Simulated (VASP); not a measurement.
Given:

```xyz
2
Lattice="2.7713 0.0000 0.0000 -1.3856 2.4000 0.0000 0.0000 0.0000 4.4491" Properties=species:S:1:pos:R:3 pbc="T T T"
Ir     0.0000     0.0000     2.2245
W      1.3857     0.8000     0.0000
```

Computed with PBEsol GGA, VASP's PBE PAW potentials (set 64) (plane waves; VASP). Settings: 400 eV cut-off, Gaussian smearing of 0.050 eV, potentials Ir W_sv.

Problem. Give the energies of bands 5 to 14 at the high-symmetry points, in eV from the Fermi level.

Solution. 
| band | Γ | M | K | A | L | H |
|---|---|---|---|---|---|---|
| 5 | -10.28 | -6.83 | -5.83 | -8.32 | -6.97 | -5.31 |
| 6 | -7.09 | -6.00 | -4.99 | -7.47 | -6.68 | -5.13 |
| 7 | -3.23 | -5.84 | -4.53 | -3.80 | -5.08 | -4.49 |
| 8 | -3.23 | -3.01 | -4.19 | -3.42 | -4.10 | -4.48 |
| 9 | -2.20 | -2.45 | -3.64 | -3.42 | -1.87 | -3.73 |
| 10 | -1.44 | -1.89 | -1.89 | -2.12 | -0.38 | -1.74 |
| 11 | -1.44 | -1.19 | -0.40 | -2.07 | 0.69 | -0.67 |
| 12 | -0.39 | 0.94 | 1.62 | -2.07 | 1.07 | -0.21 |
| 13 | -0.39 | 3.83 | 2.41 | 0.96 | 1.44 | 1.35 |
| 14 | 0.21 | 4.05 | 2.68 | 0.96 | 2.92 | 3.51 |

It has no gap at this level: it comes out as a metal or semimetal.

The structure comes from a computed database's IrW entry (P-6m2); how it stands against other phases isn't given here. It was relaxed first. The electron count is odd and the run is not spin-polarised, which forces a metal.
